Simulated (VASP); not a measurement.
Consider the following.

```
CELL_PARAMETERS angstrom
      1.59500    -2.76262     0.00000
      1.59500     2.76262     0.00000
      0.00000     0.00000     5.05000
ATOMIC_POSITIONS crystal
  Hf 0.33333 0.66667 0.25000
  Hf 0.66667 0.33333 0.75000
```

Level of theory: TPSS meta-GGA, VASP's PBE PAW potentials (set 64) (plane waves; VASP). Numerical set-up: 520 eV cut-off, 12×12×7 Γ-centred mesh, first-order Methfessel-Paxton smearing of 0.10 eV, potentials Hf_pv.

### Question
The ions, cell shape and volume are relaxed. What does this cell relax into?

### Answer

```
CELL_PARAMETERS angstrom
      1.58859    -2.75153     0.00000
      1.58859     2.75153     0.00000
      0.00000     0.00000     5.02656
ATOMIC_POSITIONS crystal
  Hf 0.33333 0.66667 0.25000
  Hf 0.66667 0.33333 0.75000
```
Space group P6_3/mmc (194), at a tolerance of 0.03 Å.

### Question
How do energy and volume change from the first to the last step?

### Answer
The energy (σ→0) changes by -1.3 meV/atom and the volume by -1.3 %, in 3 ionic steps.

| step | E(σ→0) (eV) | max force (eV/Å) | pressure (GPa) | volume (Å³) |
|---|---|---|---|---|
| 1 | -23.3632 | 0.000 | -1.41 | 44.50 |
| 2 | -23.3618 | 0.000 | 1.84 | 43.26 |
| 3 | -23.3657 | 0.000 | 0.00 | 43.94 |

The compound is Hf in the hcp structure. This run relaxes it. Symmetry was kept, so distortions that lower it aren't found.
